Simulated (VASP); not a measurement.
Method: r2SCAN+rVV10, VASP's PBE PAW potentials (set 64) (plane waves; VASP 6.6.1).

A VASP calculation is set up with these files.

INCAR:
```
ALGO = Normal
BPARAM = 11.95
CPARAM = 0.0093
EDIFF = 1E-6
EDIFFG = -0.02
ENCUT = 520
IBRION = 2
ISIF = 3
ISMEAR = 0
ISPIN = 2
LASPH = .TRUE.
LCHARG = .FALSE.
LMAXMIX = 4
LMIXTAU = .TRUE.
LORBIT = 10
LREAL = .FALSE.
LUSE_VDW = .TRUE.
LWAVE = .FALSE.
MAGMOM = 2.7 -2.7 -0.0 0.0 0.0 -0.0
METAGGA = R2SCAN
NELM = 100
NSW = 60
PREC = Accurate
SIGMA = 0.05
SYSTEM = MnO2
```

File POSCAR:
```
MnO2
1.0
  4.3839107051   0.0000000000   0.0000000000
  0.0000000000   4.3839107051   0.0000000000
  0.0000000000   0.0000000000   2.8557844384
Mn O
2 4
direct
  0.0000000000   0.0000000000   0.0000000000
  0.5000000000   0.5000000000   0.5000000000
  0.3038290788   0.3038290788   0.0000000000
  0.8038290788   0.1961709212   0.5000000000
  0.1961709212   0.8038290788   0.5000000000
  0.6961709212   0.6961709212   0.0000000000
```

File KPOINTS:
```
Automatic
0
Gamma
5 5 7
0 0 0
```

POTCAR, in this order: Mn_pv O (PBE.64 set). Program: vasp_std.

Predict the energy per atom (σ→0), cell moment, volume per atom.

- energy per atom (σ→0) = -10.705 eV/atom
- cell moment = 0.00 μB
- volume per atom = 9.14 Å³/atom

File OSZICAR:
```
...
DAV:   2    -0.642292559600E+02    0.23445E-02   -0.14617E-02  3064   0.170E+00    0.471E-01
DAV:   3    -0.642287657064E+02    0.49025E-03   -0.30930E-03  3698   0.761E-01    0.210E-01
DAV:   4    -0.642285572957E+02    0.20841E-03   -0.10292E-03  3304   0.265E-01    0.828E-02
DAV:   5    -0.642285330824E+02    0.24213E-04   -0.15048E-04  3768   0.147E-01    0.429E-02
DAV:   6    -0.642285061763E+02    0.26906E-04   -0.55135E-05  2976   0.761E-02    0.194E-02
DAV:   7    -0.642285032446E+02    0.29317E-05   -0.41244E-06  2982   0.186E-02    0.126E-02
DAV:   8    -0.642285029632E+02    0.28141E-06   -0.54106E-07  1440   0.691E-03
   4 F= -.64228503E+02 E0= -.64228503E+02  d E =-.330422E-03  mag=     0.0000
```

The compound is MnO2 in the rutile structure. This run relaxes it. Symmetry was kept, so distortions that lower it aren't found. The start is the result of an earlier pass.
